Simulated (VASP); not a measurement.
Method: PBEsol GGA, VASP's PBE PAW potentials (set 64) (plane waves; VASP 6.6.1).

Input for VASP

### INCAR
```
ICHARG=11   # fixed density
PREC=Accurate
GGA=PS
ALGO=Normal   # blocked Davidson
ENCUT=400
LCHARG=F
LWAVE=F
LASPH=T   # aspherical one-centre terms
LORBIT=11
EDIFF=1E-7
LREAL=F   # projection in real space or not
NELM=100   # most electronic steps
LMAXMIX=4
SYSTEM=AlGaAs2
SIGMA=0.05
ISMEAR=0   # Gaussian
```

### KPOINTS
```
k-points along high-symmetry lines
12
Line-mode
Reciprocal
  0.000000   0.000000   0.000000 ! GAMMA
  0.500000   0.500000   0.500000 ! T

  0.500000   0.500000   0.500000 ! T
  0.812471   0.187529   0.500000 ! H_2

  0.500000  -0.187529   0.187529 ! H_0
  0.500000   0.000000   0.000000 ! L

  0.500000   0.000000   0.000000 ! L
  0.000000   0.000000   0.000000 ! GAMMA

  0.000000   0.000000   0.000000 ! GAMMA
  0.343765  -0.343765   0.000000 ! S_0

  0.656235   0.000000   0.343765 ! S_2
  0.500000   0.000000   0.500000 ! F

  0.500000   0.000000   0.500000 ! F
  0.000000   0.000000   0.000000 ! GAMMA
```

**POSCAR**
```
AlGaAs2
1
    2.0057447932     1.1580169556     6.5401452565
   -2.0057447932     1.1580169556     6.5401452565
    0.0000000000    -2.3160349104     6.5401452564
Al Ga As
1 1 2
Direct
  0.9997198616   0.9997198616   0.9997198616
  0.5001411758   0.5001411758   0.5001411758
  0.1250147315   0.1250147315   0.1250147315
  0.6251412311   0.6251412311   0.6251412311
```

POTCAR, in this order: Al Ga_d As (PBE.64 set). Program: vasp_std. Read from the step before: CHGCAR.

What VASP printed:

**OSZICAR**
```
       N       E                     dE             d eps       ncg     rms          rms(c)
DAV:   1     0.123935838451E+03    0.12394E+03   -0.10193E+04  2857   0.143E+03
DAV:   2    -0.432380235782E+01   -0.12826E+03   -0.12576E+03  3313   0.299E+02
DAV:   3    -0.155624929480E+02   -0.11239E+02   -0.10741E+02  3709   0.814E+01
DAV:   4    -0.158561391555E+02   -0.29365E+00   -0.29341E+00  3553   0.129E+01
DAV:   5    -0.158638715490E+02   -0.77324E-02   -0.77302E-02  4245   0.195E+00
DAV:   6    -0.158641116589E+02   -0.24011E-03   -0.24010E-03  4105   0.295E-01
DAV:   7    -0.158641136211E+02   -0.19621E-05   -0.19619E-05  4276   0.302E-02
DAV:   8    -0.158641136651E+02   -0.44034E-07   -0.44004E-07  3844   0.430E-03
   1 F= -.15864114E+02 E0= -.15864114E+02  d E =-.137998E-10
```

File OUTCAR:
```
 val. band max:        3.7479692520   @ k =   0.0000   0.0000   0.0000

 cond. band min:       4.5657187383   @ k =   0.0000   0.0000   0.0000



 k-point     1 :       0.0000    0.0000    0.0000
  band No.  band energies     occupation
      1     -10.8589      2.00000
      2     -10.8073      2.00000
      3     -10.8073      2.00000
      4     -10.7421      2.00000
      5     -10.7421      2.00000
      6      -8.5473      2.00000
      7      -6.9310      2.00000
      8      -2.3685      2.00000
      9       2.7400      2.00000
     10       2.7400      2.00000
     11       3.7335      2.00000
     12       3.7480      2.00000
     13       3.7480      2.00000
     14       4.5657      0.00000
     15       5.5976      0.00000
     16       7.7039      0.00000
     17       7.7089      0.00000

 k-point     2 :       0.0455    0.0455    0.0455
  band No.  band energies     occupation
      1     -10.8590      2.00000
      2     -10.8073      2.00000
      3     -10.8073      2.00000
      4     -10.7421      2.00000
      5     -10.7421      2.00000
      6      -8.5419      2.00000
      7      -6.9439      2.00000
      8      -2.3440      2.00000
      9       2.7434      2.00000
     10       2.7434      2.00000
     11       3.6119      2.00000
     12       3.7408      2.00000
     13       3.7408      2.00000
     14       4.6428      0.00000
     15       5.6261      0.00000
     16       7.7158      0.00000
     17       7.7207      0.00000

 k-point     3 :       0.0909    0.0909    0.0909
  band No.  band energies     occupation
      1     -10.8590      2.00000
      2     -10.8073      2.00000
      3     -10.8073      2.00000
      4     -10.7421      2.00000
      5     -10.7421      2.00000
      6      -8.5258      2.00000
      7      -6.9817      2.00000
      8      -2.2712      2.00000
      9       2.7533      2.00000
     10       2.7533      2.00000
     11       3.3358      2.00000
     12       3.7198      2.00000
...
```

The density is held fixed in this step, so its total energy and stress have no physical meaning.

The structure comes from a computed database's AlGaAs2 entry (R3m); how it stands against other phases isn't given here. It was relaxed first.
